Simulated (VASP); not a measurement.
Data:

```yaml
crystal:
  lattice:
    - [3.14186, 0.00000, 0.00000]
    - [-1.57093, 2.72093, 0.00000]
    - [0.00000, 0.00000, 4.36433]
  atoms:
    - { symbol: Zn, position: [0.00000, 0.00000, 0.00000] }
    - { symbol: H, position: [0.66667, 0.33333, 0.53937] }
    - { symbol: H, position: [0.33333, 0.66667, 0.46063] }
    - { symbol: O, position: [0.66667, 0.33333, 0.76500] }
    - { symbol: O, position: [0.33333, 0.66667, 0.23500] }
```

Method: LDA (Ceperley-Alder, Perdew-Zunger), VASP's LDA PAW potentials (set 64) (plane waves; VASP). Settings: 520 eV cut-off, Gaussian smearing of 0.050 eV, potentials Zn H O.

### Question
Predict the band gap (along the path) with the smallest direct gap where there is one.

### Answer

The band gap (along the path) is 2.53 eV and the smallest direct gap (along the path) is 2.90 eV.

The structure comes from a computed database's ZnH2O2 entry (P-3m1); how it stands against other phases isn't given here. It was relaxed first, which changed the volume by -9 %.
